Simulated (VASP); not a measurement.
**PdC (relaxed from the NiAs type structure, space group P6_3/mmc): computed properties**

These are PBEsol GGA, VASP's PBE PAW potentials (set 64) (plane waves; VASP) values and carry that method's errors.

```json
{
  "space_group": "P6_3/mmc (194)",
  "cell": "a = 2.9869 Å, b = 2.9869 Å, c = 5.4158 Å, α = 90.00°, β = 90.00°, γ = 120.00°",
  "volume_per_atom": "10.46 Å³/atom",
  "band gap (over mesh and band path)": "none (metal, semimetal or under 0.01 eV)",
  "density": "9.40 g/cm³"
}
```

Space group P6₃/mmc (No. 194); a = b = 2.9869 Å, c = 5.4158 Å, α = β = 90.00°, γ = 120.00°

| atom | site | symmetry | x | y | z |
|---|---|---|---|---|---|
| Pd | 2a | -3m. | 0.0000 | 0.0000 | 0.0000 |
| C | 2c | -6m2 | 0.3333 | 0.6667 | 0.2500 |

The structure was generated: PdC was put into the NiAs type type (P6_3/mmc), which need not be its known phase. It was relaxed first, which changed the volume by -14 %. Symmetry was kept, so distortions that lower it aren't found.
